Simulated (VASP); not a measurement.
## LiHgS: single point with PBE

LiHgS:

```
CELL_PARAMETERS angstrom
3.49639 0.00000 0.00000
0.00000 3.49639 0.00000
0.00000 0.00000 6.23433
ATOMIC_POSITIONS crystal
Li 0.50000 0.50000 0.50000
Hg 0.00000 0.00000 0.00000
S 0.00000 0.00000 0.50000
```

The cell was built by a generator and needn't be a form met in nature.

```yaml
Program: VASP 6.6.1
Task: single point
Functional: PBE
Potentials_or_basis: VASP PAW PBE potentials, release 64 (Li_sv, Hg, S)
Cutoff: 520 eV
k_mesh: 8 × 8 × 5
Occupations: fermi-dirac, width 0.05 eV
Spin: no spin polarisation
```

```
Band gap on the k mesh : none (metal or under the smearing width)
```

Levels at points of the mesh, in eV from the Fermi level:
```tsv
k point	band 8	band 9	band 10	band 11	band 12	band 13	band 14	band 15
(0.00, 0.00, 0.00)	-4.14	-2.69	-0.26	-0.26	5.23	6.42	7.64	9.05
(0.50, 0.00, 0.00)	-2.95	-1.98	-1.76	0.36	1.28	4.64	6.99	7.43
(0.50, 0.50, 0.00)	-2.76	-2.76	-1.11	0.07	3.24	3.24	5.34	7.34
```

Run time: 49 s on 1 thread of Intel(R) Xeon(R) Platinum 8259CL CPU @ 2.50GHz (Skylake/Cascade Lake), on a shared host, peak memory 0.22 GiB.

 The run has no spin-orbit coupling, so splittings on Hg are missing.
